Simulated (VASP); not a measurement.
Data:

```xyz
1
Lattice="-1.6906 1.6906 1.6906 1.6906 -1.6906 1.6906 1.6906 1.6906 -1.6906" Properties=species:S:1:pos:R:3 pbc="T T T"
Nb     0.0000     0.0000     0.0000
```

These are PBE GGA, VASP's PBE PAW potentials (set 64) (plane waves; VASP) values and carry that method's errors. Run with 300 eV cut-off, 11×11×11 Γ-centred mesh, Gaussian smearing of 0.050 eV, potentials Nb_sv.

At this cut-off the stress carries a Pulay error, which pulls relaxed volumes low.

Problem. Give the stress tensor in GPa (positive for a compressed cell).

Solution. 
```
-10.55    0.00    0.00
  0.00  -10.55    0.00
  0.00    0.00  -10.55
```
The pressure is its mean diagonal, -10.55 GPa.

The structure is a typed Nb crystal (Im-3m). The cell was not relaxed at this level.
